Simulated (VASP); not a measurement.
# Bi (R-3m) in VASP: settings compared, part 2 of 2

VASP 6.6.1. The steps go on from the part before.

### Step 4. Band structure, TB-mBJ

The input, POSCAR:

```
Bi
1.0
    2.2675000000      1.3091417354      3.9380000000
   -2.2675000000      1.3091417354      3.9380000000
    0.0000000000     -2.6182834708      3.9380000000
Bi
2
Direct
    0.7660000000      0.7660000000      0.7660000000
    0.2340000000      0.2340000000      0.2340000000
```

The input, INCAR.step1:

```
SYSTEM = Bi
ALGO     = Normal         ! electronic algorithm
EDIFF    = 1E-5           ! SCF threshold, eV
ENCUT    = 520            ! plane-wave cutoff, eV
GGA      = PE             ! functional
ISIF     = 2              ! what is computed and relaxed
ISMEAR   = 0              ! smearing method
LASPH    = .TRUE.         ! aspherical terms in the spheres
LCHARG   = .FALSE.        ! write CHGCAR
LREAL    = .FALSE.        ! projectors in reciprocal space
LWAVE    = .TRUE.         ! write WAVECAR
NELM     = 80             ! most SCF steps
PREC     = Accurate       ! precision mode
SIGMA    = 0.02           ! smearing width, eV
```

The input, INCAR.step2:

```
SYSTEM = Bi
ALGO     = Normal         ! electronic algorithm
EDIFF    = 1E-6           ! SCF threshold, eV
ENCUT    = 520            ! plane-wave cutoff, eV
ISIF     = 2              ! what is computed and relaxed
ISMEAR   = 0              ! smearing method
ISTART   = 1            
LASPH    = .TRUE.         ! aspherical terms in the spheres
LCHARG   = .FALSE.        ! write CHGCAR
LREAL    = .FALSE.        ! projectors in reciprocal space
LWAVE    = .FALSE.        ! write WAVECAR
METAGGA  = MBJ            ! meta-GGA
NELM     = 80             ! most SCF steps
PREC     = Accurate       ! precision mode
SIGMA    = 0.02           ! smearing width, eV
```

The input, KPOINTS:

```
k-points
0
G
  8 8 8
  0 0 0
```

The input, KPOINTS_OPT:

```
path GLB1,BZGX,QFP1Z,LP
10
line-mode
reciprocal
 0.0000000000  0.0000000000  0.0000000000  G
 0.5000000000  0.0000000000  0.0000000000  L

 0.5000000000  0.0000000000  0.0000000000  L
 0.5000000000  0.2403434496 -0.2403434496  B1

 0.7596565504  0.5000000000  0.2403434496  B
 0.5000000000  0.5000000000  0.5000000000  Z

 0.5000000000  0.5000000000  0.5000000000  Z
 0.0000000000  0.0000000000  0.0000000000  G

 0.0000000000  0.0000000000  0.0000000000  G
 0.3701717248  0.0000000000 -0.3701717248  X

 0.6298282752  0.3701717248  0.0000000000  Q
 0.5000000000  0.5000000000  0.0000000000  F

 0.5000000000  0.5000000000  0.0000000000  F
 0.6298282752  0.6298282752  0.2403434496  P1

 0.6298282752  0.6298282752  0.2403434496  P1
 0.5000000000  0.5000000000  0.5000000000  Z

 0.5000000000  0.0000000000  0.0000000000  L
 0.7596565504  0.3701717248  0.3701717248  P
```

Potentials or basis: VASP PAW PBE potentials, release 64 (Bi_d).

On the command line:

```console
> cat potpaw_PBE.64/Bi_d/POTCAR > POTCAR
> cp INCAR.step1 INCAR
> mpirun -np 1 vasp_std > vasp.out
> cp INCAR.step2 INCAR
> mpirun -np 1 vasp_std > vasp.out
```

OUTCAR:

```text
SYSTEM = Bi
   EDIFF = 1E-6
   ENCUT = 520
   ISIF = 2
   ISMEAR = 0
   ISTART = 1
   LASPH = .TRUE.
   LREAL = .FALSE.
   METAGGA = MBJ
   NELM = 80
   PREC = Accurate

 ion  position               nearest neighbor table
   1  0.766  0.766  0.766-   2 3.06   2 3.06   2 3.06   2 3.52   2 3.52   2 3.52
   2  0.234  0.234  0.234-   1 3.06   1 3.06   1 3.06   1 3.52   1 3.52   1 3.52

  LATTYP: Found a trigonal (rhomboedric) cell.
 ALAT       =     4.7289800521
 COS(alpha) =     0.5401781303

  Lattice vectors:

[... 191 lines left out ...]
      4     -16.9017      2.00000
      5     -16.8841      2.00000
      6     -16.7212      2.00000
[... 505 lines left out ...]
      6     -16.7548      2.00000
[... 11 lines left out ...]
     18       9.5093      0.00000
     19      11.9159      0.00000

 [... further k-points ...]
[... 5 lines left out ...]
  --------------------------------------------------------------------------------------
  -------------------------------------------------------------------------------------
  Total     -117.1194057   -117.1194057   -116.9831806      0.0000000      0.0000000      0.0000000
  in kB    -2675.3371247  -2675.3371247  -2672.2253592      0.0000000      0.0000000      0.0000000
  external PRESSURE =   -2674.2998695 kB  Pullay stress =       0.0000000 kB

 VOLUME and BASIS-vectors are now :
 -----------------------------------------------------------------------------
  energy-cutoff  :      520.00
  volume of cell :       70.14
      direct lattice vectors                 reciprocal lattice vectors
     2.267500000  1.309141735  3.938000000     0.220507166  0.127309872  0.084645336
    -2.267500000  1.309141735  3.938000000    -0.220507166  0.127309872  0.084645336
     0.000000000 -2.618283471  3.938000000     0.000000000 -0.254619744  0.084645336

 POSITION                                       TOTAL-FORCE (eV/Angst)
 -----------------------------------------------------------------------------------
      0.00000      0.00000      9.04952         0.000000      0.000000      0.049135
      0.00000      0.00000      2.76448         0.000000     -0.000000     -0.049135
 -----------------------------------------------------------------------------------
    total drift:                               -0.000000      0.000000     -0.000000

  FREE ENERGIE OF THE ION-ELECTRON SYSTEM (eV)
  ---------------------------------------------------
  free  energy   TOTEN  =      2385.2054220436 eV

  energy  without entropy=     2385.2055543040  energy(sigma->0) =     2385.20548817
```

OSZICAR.step1:

```text
N       E                     dE             d eps       ncg     rms          rms(c)
DAV:   1     0.293281496614E+03    0.29328E+03   -0.16697E+04  2470   0.190E+03
DAV:   2     0.158699597068E+02   -0.27741E+03   -0.27299E+03  2479   0.457E+02
DAV:   3    -0.694008512749E+01   -0.22810E+02   -0.22432E+02  2881   0.154E+02
DAV:   4    -0.772059059985E+01   -0.78051E+00   -0.77930E+00  2706   0.311E+01
DAV:   5    -0.776246395562E+01   -0.41873E-01   -0.41872E-01  3399   0.648E+00    0.105E+00
DAV:   6    -0.775980752885E+01    0.26564E-02   -0.18181E-02  3034   0.154E+00    0.636E-01
DAV:   7    -0.775959898655E+01    0.20854E-03   -0.12994E-02  2837   0.144E+00    0.110E-01
DAV:   8    -0.775978703541E+01   -0.18805E-03   -0.17323E-03  2686   0.527E-01    0.198E-02
DAV:   9    -0.775980107698E+01   -0.14042E-04   -0.69323E-05  2864   0.888E-02    0.107E-02
DAV:  10    -0.775980002793E+01    0.10491E-05   -0.90323E-06  1817   0.270E-02
   1 F= -.77598000E+01 E0= -.77597017E+01  d E =-.196582E-03
```

It took 2 min on 1 thread of Intel Xeon 6975P-C (Granite Rapids), shared host; peak memory 0.29 GiB.

What came out:

| Property | Result |
| --- | --- |
| Band gap along the path | none (metal or under the smearing width) |

Levels at the corners of the path, in eV from the Fermi level:
```csv
point,band 11,band 12,band 13,band 14,band 15,band 16,band 17,band 18,band 19
Γ,-13.12,-7.42,-1.54,-1.32,-1.32,2.49,2.97,2.97,5.84
L,-11.20,-10.53,-1.36,-1.27,-0.23,-0.13,0.62,1.07,7.77
L,-11.20,-10.53,-1.36,-1.27,-0.23,-0.13,0.62,1.07,7.77
B1,-10.87,-10.22,-4.07,-3.97,-0.49,0.85,5.10,5.11,6.21
B,-10.87,-10.22,-4.07,-3.97,-0.49,0.85,5.10,5.11,6.21
Z,-11.90,-9.90,-0.78,-0.70,-0.70,0.70,0.70,0.81,7.27
Z,-11.90,-9.90,-0.78,-0.70,-0.70,0.70,0.70,0.81,7.27
Γ,-13.12,-7.42,-1.54,-1.32,-1.32,2.49,2.97,2.97,5.84
Γ,-13.12,-7.42,-1.54,-1.32,-1.32,2.49,2.97,2.97,5.84
X,-10.86,-10.25,-4.34,-2.49,-2.47,3.04,3.09,4.94,5.93
Q,-10.86,-10.25,-4.34,-2.49,-2.47,3.04,3.09,4.94,5.93
F,-11.29,-9.47,-4.64,-3.04,-2.95,2.59,4.95,5.52,6.83
F,-11.29,-9.47,-4.64,-3.04,-2.95,2.59,4.95,5.52,6.83
P1,-11.16,-9.93,-4.40,-2.51,-2.36,2.81,3.49,4.88,6.02
P1,-11.16,-9.93,-4.40,-2.51,-2.36,2.81,3.49,4.88,6.02
Z,-11.90,-9.90,-0.78,-0.70,-0.70,0.70,0.70,0.81,7.27
L,-11.20,-10.53,-1.36,-1.27,-0.23,-0.13,0.62,1.07,7.77
P,-11.16,-9.93,-4.40,-2.51,-2.36,2.81,3.49,4.88,6.02
```

Caveat: the PAW data sets were made with another functional, which shifts forces and pressure a little; spin-orbit coupling is left out, which moves the levels of the heavy elements.

### Step 5. Band structure, PBE

The input, INCAR:

```
SYSTEM = Bi
ALGO     = Normal         ! electronic algorithm
EDIFF    = 1E-6           ! SCF threshold, eV
ENCUT    = 250            ! plane-wave cutoff, eV
GGA      = PE             ! functional
ISIF     = 2              ! what is computed and relaxed
ISMEAR   = 0              ! smearing method
LASPH    = .TRUE.         ! aspherical terms in the spheres
LCHARG   = .FALSE.        ! write CHGCAR
LREAL    = .FALSE.        ! projectors in reciprocal space
LWAVE    = .FALSE.        ! write WAVECAR
NELM     = 80             ! most SCF steps
PREC     = Accurate       ! precision mode
SIGMA    = 0.02           ! smearing width, eV
```

The input, KPOINTS:

```
k-points
0
G
  4 4 4
  0 0 0
```

POSCAR is that of step 4.

KPOINTS_OPT is that of step 4.

Potentials or basis: VASP PAW PBE potentials, release 64 (Bi).

On the command line:

```console
> cat potpaw_PBE.64/Bi/POTCAR > POTCAR
> mpirun -np 1 vasp_std > vasp.out
```

It took 5.1 s on 1 thread of Intel Xeon 6975P-C (Granite Rapids), shared host; peak memory 0.13 GiB.

Results (log left out):

- Free energy: -7.7842 eV
- Pressure: 2.0 GPa
- Largest force: 0.027 eV/Å
- Band gap along the path: none (metal or under the smearing width)

Forces on the atoms (eV/Å):
```
Bi   0.000  0.000  0.027
Bi   0.000  0.000 -0.027
```

Stress tensor (GPa, compression positive):
```
2.17 0.00 0.00
0.00 2.17 0.00
0.00 0.00 1.58
```

Levels at the corners of the path, in eV from the Fermi level:
| point | band 3 | band 4 | band 5 | band 6 | band 7 | band 8 |
| --- | --- | --- | --- | --- | --- | --- |
| Γ | -1.22 | -0.96 | -0.96 | 2.77 | 3.24 | 3.24 |
| L | -1.07 | -0.93 | 0.00 | 0.00 | 0.79 | 1.28 |
| L | -1.07 | -0.93 | 0.00 | 0.00 | 0.79 | 1.28 |
| B1 | -3.86 | -3.77 | -0.15 | 1.05 | 5.24 | 5.26 |
| B | -3.86 | -3.77 | -0.15 | 1.05 | 5.24 | 5.26 |
| Z | -0.67 | -0.35 | -0.35 | 0.94 | 0.94 | 1.00 |
| Z | -0.67 | -0.35 | -0.35 | 0.94 | 0.94 | 1.00 |
| Γ | -1.22 | -0.96 | -0.96 | 2.77 | 3.24 | 3.24 |
| Γ | -1.22 | -0.96 | -0.96 | 2.77 | 3.24 | 3.24 |
| X | -4.15 | -2.25 | -2.22 | 3.26 | 3.36 | 4.95 |
| Q | -4.15 | -2.25 | -2.22 | 3.26 | 3.36 | 4.95 |
| F | -4.46 | -2.78 | -2.67 | 2.60 | 5.24 | 5.71 |
| F | -4.46 | -2.78 | -2.67 | 2.60 | 5.24 | 5.71 |
| P1 | -4.21 | -2.22 | -2.14 | 3.03 | 3.79 | 4.86 |
| P1 | -4.21 | -2.22 | -2.14 | 3.03 | 3.79 | 4.86 |
| Z | -0.67 | -0.35 | -0.35 | 0.94 | 0.94 | 1.00 |
| L | -1.07 | -0.93 | 0.00 | 0.00 | 0.79 | 1.28 |
| P | -4.21 | -2.22 | -2.14 | 3.03 | 3.79 | 4.86 |

Caveat: the k mesh is coarse (spacing up to 0.42 Å⁻¹), so the values aren't converged; spin-orbit coupling is left out, which moves the levels of the heavy elements.

### Step 6. Overview

| level | potentials or basis | k mesh | cutoff (eV) | mesh quality | pressure (GPa) | largest force (eV/Å) |
| --- | --- | --- | --- | --- | --- | --- |
| PBE | VASP PAW PBE potentials, release 64 (Bi_d) | 8 × 8 × 8 | 520 | not flagged | 2.1 | 0.19 |
| LDA | VASP PAW LDA potentials, release 64 (Bi_d) | 8 × 8 × 8 | 520 | not flagged | -1.4 | 0.05 |
| TB-mBJ | VASP PAW PBE potentials, release 64 (Bi_d) | 8 × 8 × 8 | 520 | not flagged | - | - |
| PBE | VASP PAW PBE potentials, release 64 (Bi) | 4 × 4 × 4 | 250 | coarse | 2.0 | 0.03 |

Alike in all rows: task band structure; no spin polarisation; cell as given; smearing gaussian 0.02 eV.

Caveats: some runs use coarse meshes; spin-orbit coupling is left out, which moves the levels of the heavy elements; the PAW data sets were made with another functional, which shifts forces and pressure a little (some runs).

Absolute energies hang on the potentials; compare differences alone.
